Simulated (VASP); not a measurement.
Here is the system:

```xyz
2
Lattice="0.0000 2.4693 2.4693 2.4693 0.0000 2.4693 2.4693 2.4693 0.0000" Properties=species:S:1:pos:R:3 pbc="T T T"
Y      0.0000     0.0000     0.0000
N      2.4693     2.4693     2.4693
```

Method: RPBE GGA, VASP's PBE PAW potentials (set 64) (plane waves; VASP). Numerical set-up: 520 eV cut-off, 10×10×10 Γ-centred mesh, tetrahedra with Blöchl corrections, potentials Y_sv N.

**Question.** Estimate the energy per atom (σ→0), band gap (on the k-mesh) with the smallest direct gap where there is one.

**Answer.** 
The band gap (on the k-mesh) comes out as 0.29 eV, the smallest direct gap (on the k-mesh) is 0.70 eV and the energy per atom (σ→0) is -8.697 eV/atom.

The compound is YN in the rock salt structure. It was relaxed first.
